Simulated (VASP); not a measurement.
Input:

```xyz
4
Lattice="2.5410 -4.0385 0.0000 2.5410 4.0385 0.0000 0.0000 0.0000 3.9495" Properties=species:S:1:pos:R:3 pbc="T T T"
Ge     2.5410     1.1904     2.5832
Ge     2.5410    -1.1904     1.3664
Ge     2.5410    -2.8481     3.3411
Ge     2.5410     2.8481     0.6084
```

All values below come from r2SCAN meta-GGA, VASP's PBE PAW potentials (set 64) (plane waves; VASP 6.6.1). Run with 400 eV cut-off, 8×8×9 Γ-centred mesh, tetrahedra with Blöchl corrections, potentials Ge_d.

The cores are frozen, which limits the accuracy of field gradients.

Give the principal components of the electric field gradient (V/Å²) and the asymmetry η at each nucleus.

| atom | Vxx | Vyy | Vzz | η |
|---|---|---|---|---|
| Ge1 | 31.2 | 13.7 | -44.9 | 0.39 |
| Ge2 | 31.2 | 13.7 | -44.9 | 0.39 |
| Ge3 | 31.2 | 13.7 | -44.9 | 0.39 |
| Ge4 | 31.2 | 13.7 | -44.9 | 0.39 |

The structure was generated: Ge was put into the black-P type (Cmce), which need not be its known phase. It was relaxed first, which changed the volume by -15 %.
